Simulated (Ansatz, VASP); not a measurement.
# HfO2 in two plane-wave programs, part 3 of 3

Wanted: the spread between two codes on one cell, functional and k mesh. The cell is taken from a series of runs on this material, whose earlier steps may have relaxed, scaled, displaced or heated it; both programs get it as it stands.

VASP 6.6.1 and Ansatz 0.2.0.

So far: Starting point; Ansatz: zone-centre phonons, LDA; VASP: zone-centre phonons, LDA.

**3. VASP: zone-centre phonons, LDA (continued)**

Level of this step: LDA; plane waves and PAW (O, Hf_pv) (VASP).

Numbers of over 12 decimals in the logs are rounded to 6 here.

OUTCAR, selected parts (step 3):

```text
ion  position               nearest neighbor table
   1  0.250  0.250  0.250-   3 2.17   3 2.17   3 2.17   3 2.17
   2  0.750  0.750  0.750-   3 2.17   3 2.17   3 2.17   3 2.17
   3  0.000  0.000  0.000-   2 2.17   2 2.17   2 2.17   1 2.17   2 2.17   1 2.17   1 2.17   1 2.17

  LATTYP: Found a body centered tetragonal cell.
 ALAT       =     3.5310421635
 C/A-ratio  =     1.4306682247

 Subroutine GETGRP returns: Found 16 space group operations
 (whereof 16 operations were pure point group operations)

The static configuration has the point symmetry D_4h.

 Found     59 irreducible k-points:

   k-points           NKPTS =     59   k-points in BZ     NKDIM =     59   number of bands    NBANDS=     17

   dimension x,y,z NGX =    28 NGY =   28 NGZ =   28
   dimension x,y,z NGXF=    56 NGYF=   56 NGZF=   56

   ENCUT  =  600.0 eV  44.10 Ry    6.64 a.u.   7.09  7.09  7.05*2*pi/ulx,y,z

   NELECT =      22.0000    total number of electrons

 k-points in reciprocal lattice and weights: Automatic mesh
   0.00000000  0.00000000  0.00000000       0.002
   0.12500000 -0.00000000  0.00000000       0.016
   0.25000000 -0.00000000  0.00000000       0.016
   0.37500000 -0.00000000  0.00000000       0.016
   0.50000000 -0.00000000  0.00000000       0.008
   0.12500000  0.12500000  0.00000000       0.004
   0.25000000  0.12500000  0.00000000       0.016
   0.37500000  0.12500000  0.00000000       0.016
   0.50000000  0.12500000  0.00000000       0.016
[...]
-0.37500000  0.12500000  0.50000000       0.008
  -0.25000000  0.25000000  0.50000000       0.004

 average (electrostatic) potential at core
       1 -70.3888       2 -70.3888       3 -37.2334

  Total       -0.7506785     -0.7506785     -1.8701861      0.0000000      0.0000000     -0.0000000
  in kB      -38.1897562    -38.1897562    -95.1432032      0.0000000      0.0000000     -0.0000000
  external PRESSURE =     -57.1742385 kB  Pullay stress =       0.0000000 kB

  energy-cutoff  :      600.00
  volume of cell :       31.49
      direct lattice vectors                 reciprocal lattice vectors
     0.000000000  2.496823858  2.525874912    -0.200254415  0.200254415  0.197951212
     2.496823858  0.000000000  2.525874912     0.200254415 -0.200254415  0.197951212
     2.496823858  2.496823858  0.000000000     0.200254415  0.200254415 -0.197951212

 POSITION                                       TOTAL-FORCE (eV/Angst)
 -----------------------------------------------------------------------------------
      1.24841      1.24841      1.26294        -0.000000      0.000000     -0.000000
      3.74524      3.74524      3.78881        -0.000000     -0.000000      0.000000
      0.00000      0.00000      0.00000         0.000000      0.000000      0.000000
 -----------------------------------------------------------------------------------
    total drift:                                0.000000      0.000000      0.000000

 MACROSCOPIC STATIC DIELECTRIC TENSOR (including local field effects in DFT)
 ------------------------------------------------------
           5.315166     0.000000    -0.000000
           0.000000     5.315166    -0.000000
           0.000000    -0.000000     5.396604
 ------------------------------------------------------

 PIEZOELECTRIC TENSOR (including local field effects)  for field in x, y, z        (C/m^2)
          XX          YY          ZZ          XY          YZ          ZX
  --------------------------------------------------------------------------------
  x     0.00000     0.00000     0.00000     0.00000     0.00000     0.00000
  y     0.00000     0.00000     0.00000     0.00000     0.00000     0.00000
  z     0.00000     0.00000     0.00000     0.00000     0.00000     0.00000

 BORN EFFECTIVE CHARGES (including local field effects) (in |e|, cummulative output)
 ---------------------------------------------------------------------------------
 ion    1
    1    -2.76082     0.00000     0.00000
    2     0.00000    -2.76082     0.00000
    3     0.00000     0.00000    -2.80085
 ion    2
    1    -2.76082     0.00000     0.00000
    2     0.00000    -2.76082     0.00000
    3     0.00000     0.00000    -2.80085
 ion    3
    1     5.52163     0.00000     0.00000
    2     0.00000     5.52163     0.00000
    3     0.00000     0.00000     5.60170

 Eigenvectors and eigenvalues of the dynamical matrix
 ----------------------------------------------------

   1 f  =   17.819697 THz   111.964460 2PiTHz  594.401118 cm-1    73.696313 meV
             X         Y         Z           dx          dy          dz
      1.248412  1.248412  1.262937     0.182816   -0.683065    0.000000
      3.745236  3.745236  3.788812    -0.182816    0.683065   -0.000000
      0.000000  0.000000  0.000000    -0.000000    0.000000    0.000000

   2 f  =   17.819697 THz   111.964460 2PiTHz  594.401118 cm-1    73.696313 meV
             X         Y         Z           dx          dy          dz
      1.248412  1.248412  1.262937    -0.683065   -0.182816   -0.000000
      3.745236  3.745236  3.788812     0.683065    0.182816    0.000000
      0.000000  0.000000  0.000000    -0.000000    0.000000    0.000000

   3 f  =   17.212301 THz   108.148078 2PiTHz  574.140568 cm-1    71.184326 meV
             X         Y         Z           dx          dy          dz
      1.248412  1.248412  1.262937     0.000000   -0.000000   -0.707107
      3.745236  3.745236  3.788812    -0.000000    0.000000    0.707107
      0.000000  0.000000  0.000000     0.000000    0.000000    0.000000

   4 f  =    7.146837 THz    44.904903 2PiTHz  238.392831 cm-1    29.556931 meV
             X         Y         Z           dx          dy          dz
      1.248412  1.248412  1.262937     0.641864   -0.108731    0.000000
      3.745236  3.745236  3.788812     0.641864   -0.108731    0.000000
      0.000000  0.000000  0.000000    -0.384870    0.065196   -0.000000

   5 f  =    7.146837 THz    44.904903 2PiTHz  238.392831 cm-1    29.556931 meV
             X         Y         Z           dx          dy          dz
      1.248412  1.248412  1.262937     0.108731    0.641864   -0.000000
      3.745236  3.745236  3.788812     0.108731    0.641864   -0.000000
      0.000000  0.000000  0.000000    -0.065196   -0.384870    0.000000

   6 f  =    7.072717 THz    44.439194 2PiTHz  235.920459 cm-1    29.250396 meV
             X         Y         Z           dx          dy          dz
      1.248412  1.248412  1.262937     0.000000   -0.000000   -0.650995
      3.745236  3.745236  3.788812     0.000000   -0.000000   -0.650995
      0.000000  0.000000  0.000000    -0.000000    0.000000    0.390399

   7 f/i=    0.003476 THz     0.021842 2PiTHz    0.115956 cm-1     0.014377 meV
             X         Y         Z           dx          dy          dz
      1.248412  1.248412  1.262937     0.274195    0.031697    0.000000
      3.745236  3.745236  3.788812     0.274195    0.031697    0.000000
      0.000000  0.000000  0.000000     0.914574    0.105726    0.000000

   8 f/i=    0.003476 THz     0.021842 2PiTHz    0.115956 cm-1     0.014377 meV
             X         Y         Z           dx          dy          dz
      1.248412  1.248412  1.262937     0.031697   -0.274195   -0.000000
      3.745236  3.745236  3.788812     0.031697   -0.274195   -0.000000
      0.000000  0.000000  0.000000     0.105726   -0.914574   -0.000000

   9 f/i=    0.003790 THz     0.023815 2PiTHz    0.126428 cm-1     0.015675 meV
             X         Y         Z           dx          dy          dz
      1.248412  1.248412  1.262937     0.000000   -0.000000    0.276054
      3.745236  3.745236  3.788812     0.000000   -0.000000    0.276054
      0.000000  0.000000  0.000000     0.000000   -0.000000    0.920646

 MACROSCOPIC STATIC DIELECTRIC TENSOR IONIC CONTRIBUTION
 ------------------------------------------------------
          30.847451    -0.000000    -0.000000
          -0.000000    30.847451     0.000000
          -0.000000     0.000000    32.412843
 ------------------------------------------------------

 ELASTIC MODULI CONTR FROM IONIC RELAXATION (kBar)
 Direction    XX          YY          ZZ          XY          YZ          ZX
 --------------------------------------------------------------------------------
 XX           0.0000      0.0000      0.0000      0.0000      0.0000      0.0000
 YY           0.0000      0.0000      0.0000      0.0000      0.0000      0.0000
 ZZ           0.0000      0.0000      0.0000      0.0000      0.0000      0.0000
 XY           0.0000      0.0000      0.0000   -296.8063      0.0000      0.0000
 YZ           0.0000      0.0000      0.0000      0.0000   -301.8528     -0.0000
 ZX           0.0000      0.0000      0.0000      0.0000     -0.0000   -289.1419
 --------------------------------------------------------------------------------

 PIEZOELECTRIC TENSOR IONIC CONTR  for field in x, y, z        (C/m^2)
          XX          YY          ZZ          XY          YZ          ZX
  --------------------------------------------------------------------------------
  x     0.00000     0.00000     0.00000     0.00000     0.00000     0.00000
  y     0.00000     0.00000     0.00000    -0.00000    -0.00000     0.00000
  z     0.00000     0.00000     0.00000     0.00000    -0.00000     0.00000
```

**4. Comparison**

Known differences besides the potentials themselves: fixed occupations in Ansatz, narrow Gaussian smearing in VASP; the data sets hold 38 valence electrons in Ansatz (on its PAW soft_1 files) and 22 in VASP; the cutoff is 420 eV in Ansatz and 600 eV in VASP; VASP's log shows a relativistic correction to its local exchange, Ansatz's none. Total energies have different zeros and are not compared.

The two programs side by side:

| quantity | Ansatz | VASP | difference |
| --- | --- | --- | --- |
| ε∞ xx | 5.37 | 5.32 | +1.05 % |
| ε∞ yy | 5.37 | 5.32 | +1.05 % |
| ε∞ zz | 5.45 | 5.40 | +1.07 % |
| Born charge of O1 (mean of the diagonal) (e) | -2.79 | -2.77 | -0.02 |
| Born charge of Hf3 (mean of the diagonal) (e) | 5.59 | 5.55 | +0.04 |
| optical mode 1 (cm⁻¹) | 239.7 | 235.9 | +1.61 % |
| optical mode 2 to 3 (cm⁻¹) | 241.9 | 238.4 | +1.48 % |
| optical mode 4 (cm⁻¹) | 577.2 | 574.1 | +0.53 % |
| optical mode 5 to 6 (cm⁻¹) | 596.9 | 594.4 | +0.42 % |

Modes are paired by rising frequency, not by their patterns, so a pair may set unlike modes beside each other; they are those without the splitting of longitudinal modes.

**5. Summary of results**

```yaml
r_m_s_difference_of_the_optical_zone_centre_modes_each_program_s_sorted_by_frequency_zone_centre_phonons_lda: 3.2 cm⁻¹
difference_in_optical_mode_1_zone_centre_phonons_lda: +1.6 %
```

What this shows: The r.m.s. difference of the optical zone-centre modes, each program's sorted by frequency is 3.2 cm⁻¹ (zone-centre phonons, LDA). The data sets hold unlike numbers of valence electrons (38 in Ansatz and 22 in VASP), so part of the differences comes from the potentials. Among the rows given in per cent, the largest difference of the zone-centre phonons, LDA pair is in optical mode 1, +1.6 %. Such differences can come from data sets, numerical settings and the points named under the comparisons, not from the functional's error against experiment.

[Lines on the potential files, build, host, timing and source positions are cut from VASP's logs without a mark.]

[Logs are printed without paths, hosts, clocks, repeated set-up lines and the standing remarks that a program may print on its own settings, such as how far it seeks lower states.]

[Hosts, paths, dates, database ids (printed as entryN), source tags and the programs' standing remarks are cut or masked in the printed files.]
